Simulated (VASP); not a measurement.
Data:

```
CELL_PARAMETERS angstrom
      0.00000     2.49170     2.49170
      2.49170     0.00000     2.49170
      2.49170     2.49170     0.00000
ATOMIC_POSITIONS crystal
  Y  0.00000 0.00000 0.00000
  N  0.50000 0.50000 0.50000
```

Computed with PBE GGA, VASP's PBE PAW potentials (set 64) (plane waves; VASP 6.6.1). Run with 400 eV cut-off, 6×6×6 Γ-centred mesh, Gaussian smearing of 0.27 eV, potentials Y_sv N.

At this cut-off the stress carries a Pulay error, which pulls relaxed volumes low. Energy and stress use the plane-wave basis of the starting cell.

### Question
The ions, cell shape and volume are relaxed. Predict the relaxed structure.

### Answer

```
CELL_PARAMETERS angstrom
      0.00000     2.44427     2.44427
      2.44427     0.00000     2.44427
      2.44427     2.44427     0.00000
ATOMIC_POSITIONS crystal
  Y  0.00000 0.00000 0.00000
  N  0.50000 0.50000 0.50000
```
Space group Fm-3m (225), at a tolerance of 0.03 Å.

### Question
How do energy and volume change from the first to the last step?

### Answer
The energy (σ→0) changes by -25.4 meV/atom and the volume by -5.6 %, in 4 ionic steps.

The structure comes from a computed database's YN entry; how it stands against other phases isn't given here. This run relaxes it. Symmetry was kept, so distortions that lower it aren't found. The run is one of a series of settings (EDIFFG = -0.01, IBRION = 2, ISIF = 3, NSW = 50 against the base run), some of them coarse on purpose.
